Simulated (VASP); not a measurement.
Calculation: PBE GGA, VASP's PBE PAW potentials (set 64) (plane waves; VASP).

VASP ran on this input.

POSCAR:
```
WS2
1.0
  1.8492910000   1.0676890000   5.6065350000
 -1.8492910000   1.0676890000   5.6065350000
  0.0000000000  -2.1353770000   5.6065350000
W S
1 2
Cart
  0.0000000000   0.0000000000   0.0000000000
  0.0000000000   0.0000002520   4.2385404600
  0.0000000000   0.0000007480  12.5810645400
```

### KPOINTS
```
K-points
0
Gamma
5 5 5
```

**INCAR**
```
SYSTEM = WS2
PREC = Accurate
ENCUT = 400
EDIFF = 1E-6
NELM = 100
ALGO = Normal
LREAL = .FALSE.
LASPH = .TRUE.
ISMEAR = 0
SIGMA = 0.05
GGA = PE
LMAXMIX = 6
LWAVE = .FALSE.
LCHARG = .FALSE.
ISIF = 2
```

POTCAR, in this order: W_sv S (PBE.64 set). Program: vasp_std.

Output of the run:

### OUTCAR
```
 ion  position               nearest neighbor table
   1  0.000  0.000  0.000-   3 2.54   2 2.54   3 2.54   3 2.54   2 2.54   2 2.54
   2  0.252  0.252  0.252-   1 2.54   1 2.54   1 2.54
   3  0.748  0.748  0.748-   1 2.54   1 2.54   1 2.54
  LATTYP: Found a trigonal (rhomboedric) cell.
 ALAT       =     5.9994226147
 COS(alpha) =     0.8099702422
 Subroutine PRICEL returns:
 Original cell was already a primitive cell.
 Subroutine GETGRP returns: Found 12 space group operations
The static configuration has the point symmetry D_3d.
The dynamic configuration has the point symmetry D_3d.
 Subroutine INISYM returns: Found 12 space group operations
 Subroutine IBZKPT returns following result:
 Found     19 irreducible k-points:

 Following reciprocal coordinates:
            Coordinates               Weight
  0.000000  0.000000  0.000000      1.000000
  0.200000 -0.000000  0.000000      6.000000
  0.400000  0.000000  0.000000      6.000000
  0.200000  0.200000  0.000000      6.000000
  0.400000  0.200000  0.000000     12.000000
 -0.400000  0.200000 -0.000000     12.000000
 -0.200000  0.200000  0.000000      6.000000
...
```

OSZICAR:
```
       N       E                     dE             d eps       ncg     rms          rms(c)
DAV:   1     0.161022726184E+03    0.16102E+03   -0.11489E+04   654   0.122E+03
DAV:   2    -0.156229476493E+02   -0.17665E+03   -0.17410E+03   806   0.318E+02
DAV:   3    -0.237265359015E+02   -0.81036E+01   -0.79891E+01   837   0.658E+01
DAV:   4    -0.238494295908E+02   -0.12289E+00   -0.12264E+00   890   0.840E+00
DAV:   5    -0.238514472473E+02   -0.20177E-02   -0.20171E-02   838   0.112E+00    0.176E+01
DAV:   6    -0.219633788094E+02    0.18881E+01   -0.16309E+01   694   0.239E+01    0.852E+00
DAV:   7    -0.217668180049E+02    0.19656E+00   -0.24261E+00   716   0.838E+00    0.452E+00
DAV:   8    -0.217309571106E+02    0.35861E-01   -0.27545E-01   769   0.355E+00    0.746E-01
DAV:   9    -0.217298379111E+02    0.11192E-02   -0.11846E-02   855   0.852E-01    0.324E-01
DAV:  10    -0.217296647002E+02    0.17321E-03   -0.13204E-03   795   0.296E-01    0.132E-01
DAV:  11    -0.217297298527E+02   -0.65152E-04   -0.32816E-04   753   0.112E-01    0.532E-02
DAV:  12    -0.217297606203E+02   -0.30768E-04   -0.14993E-04   716   0.736E-02    0.354E-02
DAV:  13    -0.217297596459E+02    0.97433E-06   -0.60629E-05   765   0.542E-02    0.476E-03
DAV:  14    -0.217297602278E+02   -0.58183E-06   -0.35393E-06   800   0.114E-02
   1 F= -.21729760E+02 E0= -.21728421E+02  d E =-.267925E-02
```

File OUTCAR:
```
------------------------ aborting loop because EDIFF is reached ----------------------------------------
  FORCE on cell =-STRESS in cart. coord.  units (eV):
  Direction    XX          YY          ZZ          XY          YZ          ZX
  --------------------------------------------------------------------------------------
  Total       -7.8525284     -7.8525285     -0.8559175      0.0000000     -0.0000001      0.0000000
  in kB     -189.4193845   -189.4193881    -20.6465188      0.0000000     -0.0000012      0.0000000
  external PRESSURE =    -133.1617638 kB  Pullay stress =       0.0000000 kB
  volume of cell :       66.42
      direct lattice vectors                 reciprocal lattice vectors
     1.849291000  1.067689000  5.606535000     0.270373889  0.156100436  0.059454419
    -1.849291000  1.067689000  5.606535000    -0.270373889  0.156100436  0.059454419
     0.000000000 -2.135377000  5.606535000     0.000000000 -0.312200873  0.059454447
 POSITION                                       TOTAL-FORCE (eV/Angst)
 -----------------------------------------------------------------------------------
      0.00000      0.00000      0.00000         0.000000     -0.000000      0.000000
      0.00000      0.00000      4.23854         0.000000      0.000000      0.767611
      0.00000      0.00000     12.58106         0.000000     -0.000000     -0.767611
 -----------------------------------------------------------------------------------
    total drift:                                0.000000     -0.000000     -0.000000
  FREE ENERGIE OF THE ION-ELECTRON SYSTEM (eV)
  ---------------------------------------------------
  free  energy   TOTEN  =       -21.7297602278 eV

  energy  without entropy=      -21.7270809746  energy(sigma->0) =      -21.72842060
```
(Selected blocks of OUTCAR.)

File OUTCAR:
```
 val. band max:        5.0259608451   @ k =  -0.4000   0.2000  -0.0000

 cond. band min:       5.2021950417   @ k =   0.4000   0.4000   0.2000


 Fermi energy:         5.0335435689

 k-point     1 :       0.0000    0.0000    0.0000
  band No.  band energies     occupation
      1     -70.0742      2.00000
      2     -34.2549      2.00000
      3     -34.2549      2.00000
      4     -33.9941      2.00000
      5      -9.2248      2.00000
      6      -7.3445      2.00000
      7      -0.8577      2.00000
      8       0.4482      2.00000
      9       0.4482      2.00000
     10       3.7950      2.00000
     11       3.7950      2.00000
     12       4.2542      2.00000
     13       4.2542      2.00000
     14       4.2968      2.00000
     15       5.5132      0.00000
     16       8.3481      0.00000
     17       8.3481      0.00000

 k-point     2 :       0.2000   -0.0000    0.0000
  band No.  band energies     occupation
      1     -70.0736      2.00000
      2     -34.2766      2.00000
      3     -34.2602      2.00000
      4     -33.9906      2.00000
      5      -8.8238      2.00000
      6      -7.4483      2.00000
      7      -0.3903      2.00000
      8       0.4006      2.00000
      9       0.6788      2.00000
     10       1.7156      2.00000
     11       2.7829      2.00000
     12       3.7199      2.00000
     13       4.6849      2.00000
     14       5.3351      0.00000
     15       6.0171      0.00000
     16       7.6707      0.00000
     17       8.0641      0.00000

 k-point     3 :       0.4000    0.0000    0.0000
  band No.  band energies     occupation
      1     -70.0727      2.00000
      2     -34.3115      2.00000
      3     -34.2686      2.00000
      4     -33.9849      2.00000
      5      -8.0846      2.00000
      6      -7.5534      2.00000
      7      -0.6446      2.00000
      8       0.5780      2.00000
      9       0.8585      2.00000
     10       1.0743      2.00000
     11       2.4130      2.00000
...
```

Unless said otherwise, spin-orbit coupling is left out, though it shifts the bands of the heavy elements here.

The structure was generated: WS2 was put into the CdCl2 type (R-3m), which need not be its known phase. The cell was not relaxed at this level. The k-mesh is coarse (spacing up to 0.40 per Å, 2π included), so the numbers may not be converged in it.
